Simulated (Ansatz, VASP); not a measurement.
# Cross-check of MoS2 between VASP and Ansatz, part 2 of 2

One calculation is typed for both programs; each brings its own data sets. How far apart do they land? The structure shown comes from an earlier Ansatz run, which isn't shown and may have moved the atoms alone.

VASP 6.6.1 and Ansatz 0.2.0.

So far: Set-up; Ansatz: elastic constants, LDA.

## Step 3: VASP: elastic constants, LDA

Level of this step: LDA, no spin polarisation; plane waves and PAW (Mo_sv, S) (VASP).

The same cell, functional (in two slightly different forms), mesh and smearing now go to VASP, with its own data sets.

Lines of VASP's logs that name or quote its potential files are left out, and so is its time.

Contents of INCAR:

```
SYSTEM = MoS2
PREC = Accurate
ENCUT = 500
EDIFF = 1E-08
NELM = 120
ISMEAR = 0
SIGMA = 0.02
LREAL = .FALSE.
ALGO = Normal
GGA = CA
NBANDS = 19
LASPH = .TRUE.
LORBIT = 11
LWAVE = .FALSE.
LCHARG = .FALSE.
ISIF = 3
IBRION = 6
NFREE = 2
POTIM = 0.015
NSW = 1
GGA_COMPAT = .FALSE.
EFERMI = MIDGAP
KPAR = 2
```

Contents of POSCAR:

```
MoS2
1.0
    1.5533001985      0.8967982877      6.6553223664
   -1.5533001985      0.8967982877      6.6553223664
    0.0000000000     -1.7935965755      6.6553223664
Mo S
1 2
Direct
    0.0001110046      0.0001110046      0.0001110046
    0.2540414914      0.2540414914      0.2540414914
    0.4128475040      0.4128475040      0.4128475040
```

Contents of KPOINTS:

```
Automatic mesh
0
Gamma
2 2 2
0 0 0
```

The projector-augmented-wave data sets are Mo_sv and S (LDA family, release 64).

On the command line:

```sh
$ mpirun -np 2 vasp_std
```

Numbers of over 12 decimals in the logs are rounded to 6 here.

The log of the run:

```text
[banner, memory and clock lines left out]
running    2 mpi-ranks, on    1 nodes
 distrk:  each k-point on    1 cores,    2 groups
 distr:  one band on    1 cores,    1 groups

 POSCAR found type information on POSCAR MoS
 POSCAR found :  2 types and       3 ions
 LDA part: xc-table for (Slater(with rela. corr.)+CA(PZ))
 , standard interpolation
 POSCAR, INCAR and KPOINTS ok, starting setup
 FFT: planning ... GRIDC
 FFT: planning ... GRID_SOFT
 FFT: planning ... GRID
 WAVECAR not read
 entering main loop
       N       E                     dE             d eps       ncg     rms          rms(c)
DAV:   1     0.202480645401E+03    0.20248E+03   -0.13266E+04   152   0.126E+03
DAV:   2    -0.169343529109E+02   -0.21941E+03   -0.21514E+03   188   0.341E+02
DAV:   3    -0.250345314556E+02   -0.81002E+01   -0.80402E+01   192   0.617E+01
DAV:   4    -0.251155066830E+02   -0.80975E-01   -0.80947E-01   178   0.643E+00
DAV:   5    -0.251169724171E+02   -0.14657E-02   -0.14657E-02   197   0.859E-01    0.257E+01
DAV:   6    -0.240021000112E+02    0.11149E+01   -0.11263E+01   171   0.213E+01    0.856E+00
DAV:   7    -0.237300989422E+02    0.27200E+00   -0.37801E+00   174   0.123E+01    0.622E+00
DAV:   8    -0.236163303832E+02    0.11377E+00   -0.59279E-01   183   0.503E+00    0.127E+00
DAV:   9    -0.236157101688E+02    0.62021E-03   -0.20114E-02   184   0.916E-01    0.520E-01
DAV:  10    -0.236148180311E+02    0.89214E-03   -0.63194E-03   170   0.530E-01    0.114E-01
DAV:  11    -0.236147746229E+02    0.43408E-04   -0.33992E-04   167   0.136E-01    0.244E-02
DAV:  12    -0.236147728595E+02    0.17634E-05   -0.19212E-05   178   0.266E-02    0.101E-02
DAV:  13    -0.236147738496E+02   -0.99007E-06   -0.40744E-06   180   0.113E-02    0.325E-03
DAV:  14    -0.236147738906E+02   -0.41050E-07   -0.21074E-07   173   0.289E-03    0.144E-03
DAV:  15    -0.236147739159E+02   -0.25334E-07   -0.45389E-08   178   0.126E-03    0.805E-04
DAV:  16    -0.236147739175E+02   -0.15202E-08   -0.48197E-09   103   0.520E-04
   1 F= -.23614774E+02 E0= -.23614774E+02  d E =0.000000E+00
[... from here on, the cycles between the ionic steps are left out ...]
   2 F= -.23605527E+02 E0= -.23605527E+02  d E =0.000000E+00
   3 F= -.23602897E+02 E0= -.23602897E+02  d E =0.000000E+00
  18 F= -.23613374E+02 E0= -.23613374E+02  d E =0.000000E+00
  19 F= -.23613374E+02 E0= -.23613374E+02  d E =0.000000E+00
  20 F= -.23612320E+02 E0= -.23612320E+02  d E =0.000000E+00
  21 F= -.23613051E+02 E0= -.23613051E+02  d E =0.000000E+00
  22 F= -.23613367E+02 E0= -.23613367E+02  d E =0.000000E+00
  23 F= -.23613367E+02 E0= -.23613367E+02  d E =0.000000E+00
  24 F= -.23613050E+02 E0= -.23613050E+02  d E =0.000000E+00
 Finite differences progress:
  Degree of freedom:  12/ 12
  Displacement:        1/  2
  Total:              23/ 24
 bond charge predicted
       N       E                     dE             d eps       ncg     rms          rms(c)
DAV:   1    -0.236095898898E+02    0.34605E-02   -0.93220E-01   152   0.449E+00    0.876E-01
DAV:   2    -0.236124353720E+02   -0.28455E-02   -0.37212E-02   183   0.110E+00    0.368E-01
DAV:   3    -0.236123621645E+02    0.73207E-04   -0.48574E-04   181   0.165E-01    0.206E-01
DAV:   4    -0.236123329145E+02    0.29250E-04   -0.23964E-04   183   0.987E-02    0.525E-02
DAV:   5    -0.236123238160E+02    0.90985E-05   -0.89296E-05   180   0.599E-02    0.152E-02
DAV:   6    -0.236123219817E+02    0.18343E-05   -0.43257E-06   181   0.150E-02    0.113E-02
DAV:   7    -0.236123216325E+02    0.34924E-06   -0.18028E-06   178   0.703E-03    0.506E-03
DAV:   8    -0.236123216156E+02    0.16834E-07   -0.24534E-07   202   0.341E-03    0.865E-04
DAV:   9    -0.236123216174E+02   -0.18053E-08   -0.24184E-08   141   0.107E-03
  25 F= -.23612322E+02 E0= -.23612322E+02  d E =0.000000E+00
 Finite differences progress:
  Degree of freedom:  12/ 12
  Displacement:        2/  2
  Total:              24/ 24
```

Parts of OUTCAR (step 3):

```text
ion  position               nearest neighbor table
   1  0.000  0.000  0.000-   2 2.39   2 2.39   2 2.39   3 2.39   3 2.39   3 2.39
   2  0.254  0.254  0.254-   1 2.39   1 2.39   1 2.39
   3  0.413  0.413  0.413-   1 2.39   1 2.39   1 2.39

  LATTYP: Found a trigonal (rhomboedric) cell.
 ALAT       =     6.8927719008
 COS(alpha) =     0.8984329175

 Subroutine GETGRP returns: Found  6 space group operations
 (whereof  6 operations were pure point group operations)

The static configuration has the point symmetry C_3v.

 Found      4 irreducible k-points:

   k-points           NKPTS =      4   k-points in BZ     NKDIM =      4   number of bands    NBANDS=     19

   dimension x,y,z NGX =    50 NGY =   50 NGZ =   50
   dimension x,y,z NGXF=   100 NGYF=  100 NGZF=  100

   ENCUT  =  500.0 eV  36.75 Ry    6.06 a.u.  12.57 12.57 12.57*2*pi/ulx,y,z

   NELECT =      26.0000    total number of electrons

 k-points in reciprocal lattice and weights: Automatic mesh
   0.00000000  0.00000000  0.00000000       0.125
   0.50000000  0.00000000  0.00000000       0.375
   0.50000000  0.50000000  0.00000000       0.375
   0.50000000  0.50000000  0.50000000       0.125

 average (electrostatic) potential at core
       1 -75.3171       2 -85.4199       3 -85.4179

 E-fermi :   7.5097

 k-point     1 :       0.0000    0.0000    0.0000
  band No.  band energies     occupation
    ...
      9       3.5401      2.00000
     10       4.8436      2.00000
     11       4.8436      2.00000
     12       5.0225      2.00000
     13       5.5553      2.00000
     14       9.1228      0.00000
     15       9.1228      0.00000
     16       9.3384      0.00000
     17       9.3384      0.00000
     18      12.4853      0.00000
    ...

 k-point     2 :       0.5000    0.0000    0.0000
  band No.  band energies     occupation
    ...
      9       1.8698      2.00000
     10       3.0248      2.00000
     11       4.3463      2.00000
     12       5.3812      2.00000
     13       5.4395      2.00000
     14       8.5373      0.00000
     15       9.0376      0.00000
     16      10.3005      0.00000
     17      10.5763      0.00000
     18      12.0950      0.00000
    ...

 k-point     3 :       0.5000    0.5000    0.0000
  band No.  band energies     occupation
    ...
      9       2.0240      2.00000
     10       3.0500      2.00000
     11       4.0223      2.00000
     12       5.3673      2.00000
     13       5.5241      2.00000
     14       8.5205      0.00000
     15       9.1608      0.00000
     16       9.9415      0.00000
     17      10.7667      0.00000
     18      12.6835      0.00000
    ...

  Total        0.2159798      0.2159798      0.5012031      0.0000000     -0.0000000      0.0000000
  in kB        6.2208987      6.2208987     14.4362306      0.0000000     -0.0000000      0.0000000
  external PRESSURE =       8.9593427 kB  Pullay stress =       0.0000000 kB

  energy-cutoff  :      500.00
  volume of cell :       55.63
      direct lattice vectors                 reciprocal lattice vectors
     1.553300198  0.896798288  6.655322366     0.321895279  0.185846326  0.050085227
    -1.553300198  0.896798288  6.655322366    -0.321895279  0.185846326  0.050085227
     0.000000000 -1.793596576  6.655322366     0.000000000 -0.371692651  0.050085227

 POSITION                                       TOTAL-FORCE (eV/Angst)
 -----------------------------------------------------------------------------------
      0.00000     -0.00000      0.00222         0.000000      0.000000     -0.274384
      0.00000     -0.00000      5.07218         0.000000      0.000000     -0.032388
      0.00000     -0.00000      8.22790         0.000000     -0.000000      0.306773
 -----------------------------------------------------------------------------------
    total drift:                               -0.000000     -0.000000     -0.000044

  FREE ENERGIE OF THE ION-ELECTRON SYSTEM (eV)
  ---------------------------------------------------
  free  energy   TOTEN  =       -23.6123216174 eV

  energy  without entropy=      -23.6123216174  energy(sigma->0) =      -23.61232162

  SYMMETRIZED ELASTIC MODULI (kBar)
 Direction    XX          YY          ZZ          XY          YZ          ZX
 --------------------------------------------------------------------------------
 XX        2702.1708    765.6317    975.3051     -0.0000      6.6620      0.0000
 YY         765.6317   2702.1708    975.3051      0.0000     -6.6620      0.0000
 ZZ         975.3051    975.3051   2883.3364      0.0000     -0.0000     -0.0000
 XY           0.0000      0.0000      0.0000    968.2696      0.0000      6.6620
 YZ           6.6620     -6.6620     -0.0000      0.0000   1456.8157      0.0000
 ZX           0.0000      0.0000      0.0000      6.6620      0.0000   1456.8157
 --------------------------------------------------------------------------------

 Eigenvectors and eigenvalues of the dynamical matrix
 ----------------------------------------------------

   1 f  =   15.084707 THz    94.780011 2PiTHz  503.171670 cm-1    62.385308 meV
             X         Y         Z           dx          dy          dz
      0.000000 -0.000000  0.002216    -0.000000    0.000000   -0.633024
      0.000000 -0.000000  5.072184     0.000000   -0.000000    0.547545
      0.000000 -0.000000  8.242900     0.000000   -0.000000    0.547243

   2 f  =   13.803500 THz    86.729949 2PiTHz  460.435203 cm-1    57.086664 meV
             X         Y         Z           dx          dy          dz
      0.000000 -0.000000  0.002216    -0.632960    0.000010    0.000000
      0.000000 -0.000000  5.072184     0.545610   -0.000009   -0.000000
      0.000000 -0.000000  8.242900     0.549247   -0.000009   -0.000000

   3 f  =   13.803500 THz    86.729949 2PiTHz  460.435203 cm-1    57.086664 meV
             X         Y         Z           dx          dy          dz
      0.000000 -0.000000  0.002216    -0.000010   -0.632960   -0.000000
      0.000000 -0.000000  5.072184     0.000009    0.545610    0.000000
      0.000000 -0.000000  8.242900     0.000009    0.549247    0.000000

   4 f  =   12.106840 THz    76.069519 2PiTHz  403.840714 cm-1    50.069845 meV
             X         Y         Z           dx          dy          dz
      0.000000 -0.000000  0.002216     0.000000    0.000000    0.000117
      0.000000 -0.000000  5.072184    -0.000000   -0.000000    0.706980
      0.000000 -0.000000  8.242900     0.000000    0.000000   -0.707234

   5 f  =    8.717273 THz    54.772239 2PiTHz  290.776915 cm-1    36.051726 meV
             X         Y         Z           dx          dy          dz
      0.000000 -0.000000  0.002216    -0.001661   -0.000000   -0.000000
      0.000000 -0.000000  5.072184     0.708493    0.000024    0.000000
      0.000000 -0.000000  8.242900    -0.705716   -0.000023   -0.000000

   6 f  =    8.717273 THz    54.772239 2PiTHz  290.776915 cm-1    36.051726 meV
             X         Y         Z           dx          dy          dz
      0.000000 -0.000000  0.002216    -0.000000    0.001661    0.000000
      0.000000 -0.000000  5.072184     0.000024   -0.708493   -0.000000
      0.000000 -0.000000  8.242900    -0.000023    0.705716    0.000000

   7 f/i=    0.000381 THz     0.002396 2PiTHz    0.012718 cm-1     0.001577 meV
             X         Y         Z           dx          dy          dz
      0.000000 -0.000000  0.002216    -0.163445   -0.756733    0.000000
      0.000000 -0.000000  5.072184    -0.094497   -0.437514    0.000000
      0.000000 -0.000000  8.242900    -0.094484   -0.437454    0.000000

   8 f/i=    0.000381 THz     0.002396 2PiTHz    0.012718 cm-1     0.001577 meV
             X         Y         Z           dx          dy          dz
      0.000000 -0.000000  0.002216    -0.756733    0.163445   -0.000000
      0.000000 -0.000000  5.072184    -0.437514    0.094497   -0.000000
      0.000000 -0.000000  8.242900    -0.437454    0.094484   -0.000000

   9 f/i=    0.001185 THz     0.007445 2PiTHz    0.039524 cm-1     0.004900 meV
             X         Y         Z           dx          dy          dz
      0.000000 -0.000000  0.002216     0.000000   -0.000000   -0.774132
      0.000000 -0.000000  5.072184     0.000000   -0.000000   -0.447632
      0.000000 -0.000000  8.242900     0.000000   -0.000000   -0.447599

 ELASTIC MODULI CONTR FROM IONIC RELAXATION (kBar)
 Direction    XX          YY          ZZ          XY          YZ          ZX
 --------------------------------------------------------------------------------
 XX        -406.3386   -252.6639   -940.7733     -0.0000      1.4555      0.0000
 YY        -252.6639   -406.3386   -940.7733      0.0000     -1.4555      0.0000
 ZZ        -940.7733   -940.7733  -2686.0481      0.0000      0.0000      0.0000
 XY          -0.0000      0.0000      0.0000    -76.8374      0.0000      1.4555
 YZ           1.4555     -1.4555      0.0000      0.0000  -1408.9355     -0.0000
 ZX           0.0000      0.0000      0.0000      1.4555     -0.0000  -1408.9356
 --------------------------------------------------------------------------------

 TOTAL ELASTIC MODULI (kBar)
 Direction    XX          YY          ZZ          XY          YZ          ZX
 --------------------------------------------------------------------------------
 XX        2295.8322    512.9678     34.5318     -0.0000      8.1175      0.0000
 YY         512.9678   2295.8322     34.5318      0.0000     -8.1175      0.0000
 ZZ          34.5318     34.5318    197.2883      0.0000     -0.0000      0.0000
 XY          -0.0000      0.0000      0.0000    891.4322      0.0000      8.1175
 YZ           8.1175     -8.1175     -0.0000      0.0000     47.8802     -0.0000
 ZX           0.0000      0.0000      0.0000      8.1175     -0.0000     47.8801
 --------------------------------------------------------------------------------

 total charge
# of ion       s       p       d       tot
------------------------------------------
    1        2.252   6.262   4.048  12.562
    2        1.350   2.356   0.000   3.706
    3        1.350   2.361   0.000   3.711
--------------------------------------------------
tot          4.952  10.979   4.048  19.979

[... 1 further part left out ...]
```

CONTCAR:

```
MoS2
   1.00000000000000
     1.5533001984999999    0.8967982877000000    6.6553223664000001
    -1.5533001984999999    0.8967982877000000    6.6553223664000001
     0.0000000000000000   -1.7935965755000001    6.6553223664000001
  Mo              S
     1     2
Direct
     0.0001110046000008    0.0001110046000008    0.0001110046000008
     0.2540414914000024    0.2540414914000024    0.2540414914000024
     0.4120962255908058    0.4120962255908058    0.4120962255908477
```

This run has no spin polarisation, so a moment on Mo, if there is one, isn't seen.

Levels, forces or a CONTCAR printed for this step are those of its last displaced cell, not of the structure at rest.

## Step 4: Comparison

Known differences besides the potentials themselves: the two LDA forms differ slightly; the cutoff is 420 eV in Ansatz and 500 eV in VASP; VASP's log shows a relativistic correction to its local exchange, Ansatz's none; VASP takes each elastic constant from one size of strain, Ansatz from those that its log lists. Total energies have different zeros and are not compared.

The two programs side by side:

```
 quantity  Ansatz   VASP  difference
C11 (GPa)   228.3  229.6     -0.54 %
C22 (GPa)   228.3  229.6     -0.54 %
C33 (GPa)    19.3   19.7     -2.07 %
C12 (GPa)    51.1   51.3     -0.45 %
C13 (GPa)     3.2    3.5     -6.75 %
C23 (GPa)     3.2    3.5     -6.75 %
C44 (GPa)     4.9    4.8     +2.88 %
C55 (GPa)     4.9    4.8     +2.88 %
C66 (GPa)    88.6   89.1     -0.56 %
```

## Step 5: Outcome

```
difference in C13 (elastic constants, LDA) : -6.7 %
```

**Reading.** The difference in C13 is -6.7 % (elastic constants, LDA), beyond the 5 % picked in this series as the mark of a large difference. 1 further run of this series is not shown here. Such differences can come from data sets, numerical settings and the points named under the comparisons, not from the functional's error against experiment.

[Lines on the potential files, build, host, timing and source positions are cut from VASP's logs without a mark.]

[Logs are printed without paths, hosts, clocks, repeated set-up lines and the standing remarks that a program may print on its own settings, such as how far it seeks lower states.]

[Hosts, paths, dates, database ids (printed as entryN), source tags and the programs' standing remarks are cut or masked in the printed files.]
